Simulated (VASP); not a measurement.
Data:

```
CELL_PARAMETERS angstrom
     11.06711     0.00000     0.00000
      0.00000    11.06711     0.00000
      0.00000     0.00000    11.06711
ATOMIC_POSITIONS crystal
  Ga 0.50127 0.00028 0.00382
  Ga 0.74974 0.24783 0.99902
  Ga 0.74856 0.00434 0.25183
  Ga 0.99849 0.99945 0.99991
  Ga 0.24948 0.24985 0.99983
  Ga 0.50044 0.50227 0.00006
  Ga 0.74870 0.74914 0.00392
  Ga 0.25310 0.00008 0.25040
  Ga 0.50797 0.27150 0.25883
  Ga 0.74308 0.47586 0.26129
  Ga 0.50106 0.00433 0.49868
  Ga 0.73822 0.27723 0.49009
  Ga 0.74841 0.00066 0.74655
  Ga 0.00048 0.49976 0.00113
  Ga 0.25089 0.74938 0.00049
  Ga 0.00014 0.24728 0.24959
  Ga 0.25002 0.50166 0.25060
  Ga 0.50203 0.74490 0.25143
  Ga 0.99596 0.00105 0.49843
  Ga 0.24882 0.24759 0.49979
  Ga 0.51258 0.47545 0.49302
  Ga 0.74907 0.74675 0.49894
  Ga 0.24993 0.99910 0.74905
  Ga 0.49941 0.24683 0.75106
  Ga 0.75071 0.50301 0.75169
  Ga 0.99722 0.74994 0.25113
  Ga 0.00131 0.50339 0.50039
  Ga 0.25459 0.74878 0.49757
  Ga 0.99870 0.25037 0.74860
  Ga 0.25147 0.49954 0.74894
  Ga 0.50119 0.74970 0.74677
  Ga 0.00021 0.75021 0.74941
  P  0.62287 0.13015 0.12882
  P  0.87733 0.37031 0.12225
  P  0.86943 0.13196 0.37765
  P  0.12609 0.12294 0.12482
  P  0.37241 0.37868 0.12231
  P  0.62834 0.61815 0.13006
  P  0.87265 0.87731 0.12726
  P  0.37794 0.12964 0.37268
  P  0.87194 0.62076 0.37349
  P  0.62689 0.13100 0.62046
  P  0.87673 0.38058 0.62673
  P  0.87415 0.12361 0.87275
  P  0.12401 0.62628 0.12607
  P  0.37726 0.87176 0.12700
  P  0.12441 0.37472 0.37491
  P  0.38107 0.61748 0.37770
  P  0.62475 0.87492 0.37499
  P  0.12289 0.12325 0.62434
  P  0.37317 0.36972 0.62668
  P  0.62390 0.62035 0.62179
  P  0.87333 0.87298 0.62323
  P  0.37469 0.12243 0.87691
  P  0.62462 0.37497 0.87469
  P  0.87538 0.62694 0.87745
  P  0.12522 0.87518 0.37469
  P  0.12784 0.62692 0.62431
  P  0.37693 0.87700 0.62257
  P  0.12477 0.37512 0.87400
  P  0.37599 0.62611 0.87335
  P  0.62491 0.87482 0.87524
  P  0.12513 0.87444 0.87540
```

Level of theory: HSE06 screened hybrid, VASP's PBE PAW potentials (set 64) (plane waves; VASP). Numerical set-up: PREC = Normal, LREAL = Auto, ISYM = 0, EDIFF = 1E-5, 400 eV cut-off, 1×1×1 Γ-centred mesh, Gaussian smearing of 0.050 eV, potentials Ga P. Starting moments (MAGMOM): 63*0.0476. The cell's moment is fixed (NUPDOWN = 3).

The supercell is sampled at Γ alone, which is coarse: total energies, pressure and levels can be off, energies of defects by several tenths of an eV.

What does the run give for the cell moment, energy per atom (σ→0)?

The cell moment is 3.00 μB. The energy per atom (σ→0) is -5.246 eV/atom.

Give the moment on each site (PAW-sphere projection).

```tsv
site	moment (μB)
Ga1	0.01
Ga2	0.00
Ga3	0.00
Ga4	0.00
Ga5	0.01
Ga6	0.01
Ga7	0.01
Ga8	0.01
Ga9	0.23
Ga10	0.21
Ga11	0.01
Ga12	0.15
Ga13	0.01
Ga14	0.01
Ga15	0.00
Ga16	0.00
Ga17	0.01
Ga18	0.01
Ga19	0.01
Ga20	0.00
Ga21	0.18
Ga22	0.01
Ga23	0.00
Ga24	0.00
Ga25	0.01
Ga26	0.01
Ga27	0.01
Ga28	0.01
Ga29	0.01
Ga30	0.01
Ga31	0.01
Ga32	0.00
P33	0.04
P34	0.05
P35	0.03
P36	0.02
P37	0.07
P38	0.04
P39	0.01
P40	0.04
P41	0.05
P42	0.04
P43	0.07
P44	0.02
P45	0.02
P46	0.02
P47	0.03
P48	0.03
P49	0.03
P50	0.02
P51	0.05
P52	0.04
P53	0.02
P54	0.02
P55	0.03
P56	0.02
P57	0.04
P58	0.02
P59	0.02
P60	0.04
P61	0.02
P62	0.03
P63	0.02
```

Only differences to runs with the same potentials and settings are physical.

The cell is a supercell with a defect, built from GaP (zinc blende): vac_P. The cell's shape comes from a PBE relaxation.
